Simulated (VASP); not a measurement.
Input:

```xyz
4
Lattice="0.0000 2.7789 2.7789 2.7789 0.0000 2.7789 2.7789 2.7789 0.0000" Properties=species:S:1:pos:R:3 pbc="T T T"
Si     0.0000     0.0000     0.0000
Mn     2.7789     2.7789     2.7789
Mn     1.3895     1.3895     1.3895
Mn     4.1684     4.1684     4.1684
```
Starting moments (μB, in the order of the record's atoms Si Mn Mn Mn): 0.0 2.2 -0.6 -0.6.

Calculation: PBEsol GGA, VASP's PBE PAW potentials (set 64) (plane waves; VASP 6.6.1). Run with 400 eV cut-off, 11×11×11 Γ-centred mesh, tetrahedra with Blöchl corrections, potentials Si Mn_pv.

Task: The job: Mn3Si (space group Fm-3m), 4 atoms, PBEsol, static run, 400 eV, 11×11×11 Γ-centred mesh. Roughly how much core time does it take on a busy server core?

Result: About 6 core-minutes (one run on a shared machine, a rough figure). It had 56 irreducible k-points, 26 bands, up to 793 plane waves and 28 electronic steps.

The structure comes from a measured Mn3Si entry (Fm-3m) of the Crystallography Open Database, whose conditions weren't checked. It was relaxed first, which changed the volume by -8 %.
